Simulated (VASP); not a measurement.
Here is a VASP 6.6.1 calculation.

File POSCAR:

```
CaSi2Sb2
1.0
    4.9973900000      0.0000000000      0.0000000000
   -2.4987000000      4.3278700000      0.0000000000
    0.0000000000      0.0000000000      5.8616900000
Ca Si Sb
1 2 2
Direct
    0.0000000000      0.0000000000      0.0000000000
    0.3333300000      0.6666700000      0.2564800000
    0.6666700000      0.3333300000      0.7435200000
    0.3333300000      0.6666700000      0.7224000000
    0.6666700000      0.3333300000      0.2776000000
```

File INCAR.step1:

```
SYSTEM = CaSi2Sb2
  ALGO = Fast
  EDIFF = 1E-7
  ENCUT = 520
  GGA = AM
  ISIF = 2
  ISMEAR = -1
  LASPH = .True.
  LCHARG = .True.
  LREAL = .False.
  LWAVE = .False.
  NBANDS = 22
  NELM = 100
  PREC = Accurate
  SIGMA = 0.05
```

Contents of KPOINTS.step1:

```
k-points
0
Gamma
  5 5 4
  0 0 0
```

The input INCAR.step2:

```
SYSTEM = CaSi2Sb2
  ALGO = Fast
  EDIFF = 1E-7
  ENCUT = 520
  GGA = AM
  ICHARG = 11
  ISIF = 2
  ISMEAR = 0
  LASPH = .True.
  LCHARG = .False.
  LREAL = .False.
  LWAVE = .False.
  NBANDS = 22
  NELM = 100
  PREC = Accurate
  SIGMA = 0.05
```

KPOINTS.step2

```
path GMKGALHA,LM,KH
20
line-mode
reciprocal
 0.0000000000  0.0000000000  0.0000000000  G
 0.5000000000  0.0000000000  0.0000000000  M

 0.5000000000  0.0000000000  0.0000000000  M
 0.3333333333  0.3333333333  0.0000000000  K

 0.3333333333  0.3333333333  0.0000000000  K
 0.0000000000  0.0000000000  0.0000000000  G

 0.0000000000  0.0000000000  0.0000000000  G
 0.0000000000  0.0000000000  0.5000000000  A

 0.0000000000  0.0000000000  0.5000000000  A
 0.5000000000  0.0000000000  0.5000000000  L

 0.5000000000  0.0000000000  0.5000000000  L
 0.3333333333  0.3333333333  0.5000000000  H

 0.3333333333  0.3333333333  0.5000000000  H
 0.0000000000  0.0000000000  0.5000000000  A

 0.5000000000  0.0000000000  0.5000000000  L
 0.5000000000  0.0000000000  0.0000000000  M

 0.3333333333  0.3333333333  0.0000000000  K
 0.3333333333  0.3333333333  0.5000000000  H
```

Potentials or basis: VASP PAW PBE potentials, release 64 (Ca_sv, Si, Sb).

Launch:

```sh
$ cat potpaw_PBE.64/Ca_sv/POTCAR potpaw_PBE.64/Si/POTCAR potpaw_PBE.64/Sb/POTCAR > POTCAR
$ cp INCAR.step1 INCAR
$ cp KPOINTS.step1 KPOINTS
$ mpirun -np 1 vasp_std > vasp.out
$ cp INCAR.step2 INCAR
$ cp KPOINTS.step2 KPOINTS
$ mpirun -np 1 vasp_std > vasp.out
```

(1) What does it give for the band gap along the path?

Results:

(1) none (metal or under the smearing width).

Caveat: spin-orbit coupling is left out, which moves the levels of the heavy elements.
